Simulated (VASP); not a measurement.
Computed with PBE GGA with D4 dispersion, VASP's PBE PAW potentials (set 64) (plane waves; VASP).

The input files of a VASP run:

### INCAR
```
SYSTEM=Dy
PREC=Accurate; ENCUT=520; LREAL=.FALSE.
LASPH=.TRUE.
EDIFF=1E-7; NELM=100; ALGO=Normal
LMAXMIX=6
ISMEAR=-5
GGA=PE; IVDW=13
ISIF=2
LWAVE=.FALSE.; LCHARG=.TRUE.; LORBIT=11
NEDOS=601
```

File POSCAR:
```
Dy
1.0
  1.7965015244  -3.1116317161   0.0000000000
  1.7965015244   3.1116317161   0.0000000000
  0.0000000000   0.0000000000   5.5419271070
Dy
2
Cartesian
  1.7965015244   1.0372126465   1.3854817768
  1.7965015244  -1.0372126465   4.1564453303
```

File KPOINTS:
```
K-points
0
gamma
  13 13 8
```

POTCAR, in this order: Dy_3 (PBE.64 set). Program: vasp_std.

The 4f electrons are frozen in the core of the lanthanide potential, so 4f levels, which can set the real gap, and their magnetism are missing.

Question: Predict the energy per atom (σ→0), dispersion energy, band gap (on the k-mesh).

Answer: 
- energy per atom (σ→0): -4.786 eV/atom
- dispersion energy: -0.512 eV
- band gap (on the k-mesh): none (metal, semimetal or under 0.01 eV)

**OSZICAR**
```
...
DAV:   7    -0.906113940722E+01   -0.93026E-02   -0.41483E-02  4065   0.195E+00    0.242E-01
DAV:   8    -0.906083435429E+01    0.30505E-03   -0.23007E-03  3465   0.404E-01    0.654E-02
DAV:   9    -0.906083969400E+01   -0.53397E-05   -0.21765E-04  3523   0.135E-01    0.319E-02
DAV:  10    -0.906083535456E+01    0.43394E-05   -0.33281E-05  3548   0.471E-02    0.370E-02
DAV:  11    -0.906083541136E+01   -0.56805E-07   -0.35095E-06  3190   0.161E-02    0.119E-03
DAV:  12    -0.906083560238E+01   -0.19102E-06   -0.39595E-07  3194   0.590E-03    0.381E-03
DAV:  13    -0.906083557622E+01    0.26165E-07   -0.54181E-08  1825   0.209E-03
   1 F= -.95724919E+01 E0= -.95724919E+01  d E =0.000000E+00
```

The compound is Dy in the hcp structure. It was relaxed first.
